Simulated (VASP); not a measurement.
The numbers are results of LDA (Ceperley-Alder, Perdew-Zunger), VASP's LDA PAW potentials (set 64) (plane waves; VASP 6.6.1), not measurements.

A VASP calculation is set up with these files.

### KPOINTS
```
K-points
0
Gamma
10 10 7
0 0 0
```

### POSCAR
```
PtS2
1
    1.7975324984    -3.1134176878     0.0000000000
    1.7975324984     3.1134176878     0.0000000000
    0.0000000000     0.0000000000     4.5919003969
Pt S
1 2
Direct
  0.0000000000   0.0000000000   0.0000000000
  0.3333330000   0.6666670000   0.2616608554
  0.6666670000   0.3333330000   0.7383391446
```

### INCAR
```
! general
SYSTEM  = PtS2
PREC    = Accurate
ENCUT   = 520
LREAL   = F
LASPH   = T

! electronic loop
EDIFF   = 1E-7
NELM    = 100
ALGO    = Normal
LMAXMIX = 6

! smearing
ISMEAR  = 1
SIGMA   = 0.1

! ions
IBRION  = 2
NSW     = 30
ISIF    = 4
EDIFFG  = -0.01

! output
LWAVE   = F
LCHARG  = F
```

POTCAR, in this order: Pt S (LDA.64 set). Program: vasp_std.

Problem. What will the output report for the number of irreducible k-points (NKPTS), largest plane-wave count, number of space-group operations, FFT grid (NGX, NGY, NGZ)?

Solution. 
```json
{
 "number of irreducible k-points (NKPTS)": "80",
 "largest_plane_wave_count": "1409",
 "number_of_space_group_operations": "12",
 "FFT grid (NGX, NGY, NGZ)": "28 × 28 × 36"
}
```

The compound is PtS2 in the 1T layered structure. This cell is one point of a volume scan, at 1.03 of the reference volume. Symmetry was kept, so distortions that lower it aren't found.
